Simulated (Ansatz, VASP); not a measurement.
# NaMg2Si2: VASP beside Ansatz

```
CELL_PARAMETERS angstrom
5.35663 0.00000 0.00000
-2.67831 4.63898 0.00000
0.00000 0.00000 5.15091
ATOMIC_POSITIONS crystal
Na 0.00000 0.00000 0.50000
Mg 0.33333 0.66667 0.50000
Mg 0.66667 0.33333 0.50000
Si 0.33333 0.66667 0.00000
Si 0.66667 0.33333 0.00000
```

Alike in both runs: functional PBE; k mesh 6 × 6 × 4; occupations gaussian, width 0.1 eV; no spin polarisation.

Ansatz relaxed the structure, and its values are those at the end. VASP's run is a single point on that final structure, the one shown.

```csv
,VASP,Ansatz
version,VASP 6.6.1,Ansatz 0.2.0
potentials or method,"VASP PAW PBE potentials, release 64 (Na_pv, Mg, Si)","scalar-relativistic, plane waves, PAW"
plane-wave cutoff (eV),520,420
valence electrons in the cell,19,37
```

|  | VASP | Ansatz | Ansatz less VASP |
| --- | --- | --- | --- |
| gap on the k mesh at the Fermi level (eV) | none | none | - |
| pressure (GPa) | 0.2 | 0.2 | +0.03 |

A gap of «none» marks a metal or a gap that the smearing closes. The two sets of potentials don't hold the same shells in valence.
